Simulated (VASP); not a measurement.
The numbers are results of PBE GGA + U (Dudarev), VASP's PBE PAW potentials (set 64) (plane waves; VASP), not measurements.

A VASP calculation is set up with these files.

### INCAR
```
SYSTEM = KTaO3
PREC = Accurate
ENCUT = 400
EDIFF = 1E-6
NELM = 100
ALGO = Normal
LREAL = .FALSE.
LASPH = .TRUE.
ISMEAR = 0
SIGMA = 0.01
GGA = PE
LMAXMIX = 6
LWAVE = .FALSE.
LCHARG = .FALSE.
ISIF = 2
LDAU = .TRUE.
LDAUTYPE = 2
LDAUL = -1 2 -1
LDAUU = 0 4.0 0
LDAUJ = 0 0 0
```

KPOINTS:
```
Automatic mesh
0
Gamma
6 6 6
0 0 0
```

**POSCAR**
```
KTaO3
1
    4.0767750000     0.0000000000     0.0000000000
    0.0000000000     4.0767750000     0.0000000000
    0.0000000000     0.0000000000     4.0767750000
K Ta O
1 1 3
Direct
  0.5000000000   0.5000000000   0.5000000000
  0.0000000000   0.0000000000   0.0000000000
  0.0000000000   0.5000000000   0.0000000000
  0.5000000000   0.0000000000   0.0000000000
  0.0000000000   0.0000000000   0.5000000000
```

POTCAR, in this order: K_sv Ta_pv O (PBE.64 set). Program: vasp_std.

Question: What will the output report for the number of irreducible k-points (NKPTS), largest plane-wave count, number of space-group operations, FFT grid (NGX, NGY, NGZ)?

Answer: 
```
Quantity                                       Value
--------------------------------------  ------------
number of irreducible k-points (NKPTS)            20
largest plane-wave count                        1253
number of space-group operations                  48
FFT grid (NGX, NGY, NGZ)                28 × 28 × 28
```

The structure comes from a computed database's KTaO3 entry; how it stands against other phases isn't given here. The cell was not relaxed at this level. The run is one of a series of settings (LDAU = .TRUE., LDAUJ = 0 0 0, LDAUL = -1 2 -1, LDAUTYPE = 2, LDAUU = 0 4.0 0 against the base run), some of them coarse on purpose.
